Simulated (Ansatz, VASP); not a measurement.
RbIr3: VASP beside Ansatz

The input INCAR:

```
SYSTEM = RbIr3
  PREC = Accurate
  ENCUT = 520
  EDIFF = 1E-7
  ISMEAR = 0
  SIGMA = 0.1
  LREAL = .False.
  LASPH = .True.
  NELM = 80
  ALGO = Normal
  ISIF = 2
  LWAVE = .False.
  LCHARG = .False.
  GGA = PE
  NBANDS = 26
```

KPOINTS

```
regular mesh
0
Gamma
  4 4 4
  0 0 0
```

POSCAR

```
RbIr3
1.0
    4.4583737800      0.0000000000      0.0000000000
    0.0000000000      4.4583737800      0.0000000000
    0.0000000000      0.0000000000      4.4583737800
Rb Ir
1 3
Direct
    0.5000000000      0.5000000000      0.5000000000
    0.5000000000      0.0000000000      0.0000000000
    0.0000000000      0.5000000000      0.0000000000
    0.0000000000      0.0000000000      0.5000000000
```

Input for Ansatz:

```yaml
crystal:
  lattice:
    - [4.45837378, 0.0, 0.0]
    - [0.0, 4.45837378, 0.0]
    - [0.0, 0.0, 4.45837378]
  atoms:
    - { symbol: Rb, position: [0.5, 0.5, 0.5] }
    - { symbol: Ir, position: [0.5, 0.0, 0.0] }
    - { symbol: Ir, position: [0.0, 0.5, 0.0] }
    - { symbol: Ir, position: [0.0, 0.0, 0.5] }
basis:
  ecutwfc: 420
kpoints:
  mp_grid: { grid: [4, 4, 4] }
hamiltonian:
  xc: pbe
scf:
  occupations: { method: gaussian, width: 0.1 }
  lower_state_search: "off"
output:
  forces: true
  stress: true
  eigenvalues: true
```

Alike in both runs: task single point; functional PBE; k mesh 4 × 4 × 4; occupations gaussian, width 0.1 eV; no spin polarisation.

|  | VASP | Ansatz |
| --- | --- | --- |
| version | VASP 6.6.1 | Ansatz 0.2.0 |
| potentials or method | VASP PAW PBE potentials, release 64 (Rb_sv, Ir) | scalar-relativistic, plane waves, PAW |
| plane-wave cutoff (eV) | 520 | 420 |
| valence electrons in the cell | 36 | 60 |

|  | VASP | Ansatz | Ansatz less VASP |
| --- | --- | --- | --- |
| gap on the k mesh at the Fermi level (eV) | none | none | - |
| pressure (GPa) | -16.3 | -16.5 | -0.24 |

A gap of «none» marks a metal or a gap that the smearing closes. The two sets of potentials don't hold the same shells in valence.

Caveats: so large a pressure means that the cell lies far from this level's equilibrium, or that cutoff or potentials fall short (VASP). The runs have no spin-orbit coupling, so splittings on Ir are missing.
